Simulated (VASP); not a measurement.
OSZICAR of a VASP run on KI (rock salt):

### OSZICAR
```
       N       E                     dE             d eps       ncg     rms          rms(c)
DAV:   1     0.787140642821E+02    0.78714E+02   -0.57111E+03   384   0.926E+02
DAV:   2    -0.123643039236E+01   -0.79950E+02   -0.76444E+02   488   0.242E+02
DAV:   3    -0.603245489753E+01   -0.47960E+01   -0.47749E+01   524   0.497E+01
DAV:   4    -0.625161481078E+01   -0.21916E+00   -0.21898E+00   660   0.109E+01
DAV:   5    -0.625356504855E+01   -0.19502E-02   -0.19502E-02   520   0.105E+00    0.405E+00
DAV:   6    -0.617923921911E+01    0.74326E-01   -0.94543E-02   460   0.224E+00    0.279E+00
DAV:   7    -0.616618499895E+01    0.13054E-01   -0.10023E-01   472   0.204E+00    0.826E-01
DAV:   8    -0.616615704095E+01    0.27958E-04   -0.15401E-02   464   0.106E+00    0.219E-01
DAV:   9    -0.616612085105E+01    0.36190E-04   -0.46078E-04   504   0.158E-01    0.851E-02
DAV:  10    -0.616615623975E+01   -0.35389E-04   -0.13720E-04   492   0.628E-02    0.639E-02
DAV:  11    -0.616615408849E+01    0.21513E-05   -0.38779E-05   488   0.418E-02    0.484E-03
DAV:  12    -0.616615406117E+01    0.27321E-07   -0.15395E-06   412   0.126E-02
   1 F= -.61661541E+01 E0= -.61661541E+01  d E =-.616615E+01
```

**Question.** Which electronic solver shows in the log?

**Answer.** It is blocked Davidson (ALGO = Normal, or the opening steps of other solvers). The INCAR had ALGO = Normal.

**Question.** Can the final energy be trusted as converged?

**Answer.** Self-consistency was reached. It stopped with EDIFF = 1E-6, NELM = 100, NSW = 60 and EDIFFG = -0.01 after 1 ionic step (LDA (Ceperley-Alder, Perdew-Zunger), plane waves, VASP's LDA PAW potentials (set 64)).

The compound is KI in the rock salt structure. It was relaxed first, which changed the volume by -10 %. The start is the result of an earlier pass.
